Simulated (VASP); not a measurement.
A convergence study with VASP on MoSe$_{2}$ (2H layered): one setting is varied, all else stays as given below, so the limit is that of these other settings.

```yaml
crystal:
  lattice:
    - [1.64500, -2.84922, 0.00000]
    - [1.64500, 2.84922, 0.00000]
    - [0.00000, 0.00000, 12.93000]
  atoms:
    - { symbol: Mo, position: [0.33333, 0.66667, 0.25000] }
    - { symbol: Mo, position: [0.66667, 0.33333, 0.75000] }
    - { symbol: Se, position: [0.33333, 0.66667, 0.87900] }
    - { symbol: Se, position: [0.66667, 0.33333, 0.37900] }
    - { symbol: Se, position: [0.66667, 0.33333, 0.12100] }
    - { symbol: Se, position: [0.33333, 0.66667, 0.62100] }
```

Computed with PBE GGA, VASP's PBE PAW potentials (set 64) (plane waves; VASP). The tightest run used: 550 eV cut-off, 13×13×3 Monkhorst-Pack mesh, Gaussian smearing of 0.050 eV, potentials Mo_sv Se.

```json
[
 {"setting": "1×1×1 mesh", "E (eV/atom)": "-3.3807", "pressure (GPa)": "26.11", "irreducible k-points": "1"},
 {"setting": "2×2×1 mesh", "E (eV/atom)": "-6.7574", "pressure (GPa)": "2.41", "irreducible k-points": "2"},
 {"setting": "3×3×1 mesh", "E (eV/atom)": "-6.6491", "pressure (GPa)": "3.26", "irreducible k-points": "3"},
 {"setting": "4×4×1 mesh", "E (eV/atom)": "-6.6312", "pressure (GPa)": "3.63", "irreducible k-points": "6"},
 {"setting": "5×5×1 mesh", "E (eV/atom)": "-6.6380", "pressure (GPa)": "3.52", "irreducible k-points": "5"},
 {"setting": "6×6×1 mesh", "E (eV/atom)": "-6.6377", "pressure (GPa)": "3.52", "irreducible k-points": "12"}
]
```

Problem. These are the cheaper rows. Estimate the results at 13×13×3 mesh, and how far the last row shown lies from them.

Solution. 
| quantity | tightest run | last row shown is off by |
|---|---|---|
| E (eV/atom) | -6.6446 | 0.0070 |
| pressure (GPa) | 3.35 | 0.17 |

Left out are rungs that failed or repeat a setting and relaxations that didn't move; long series are thinned to 24 rows.

The compound is MoSe2 in the 2H layered structure. The cell was not relaxed at this level.
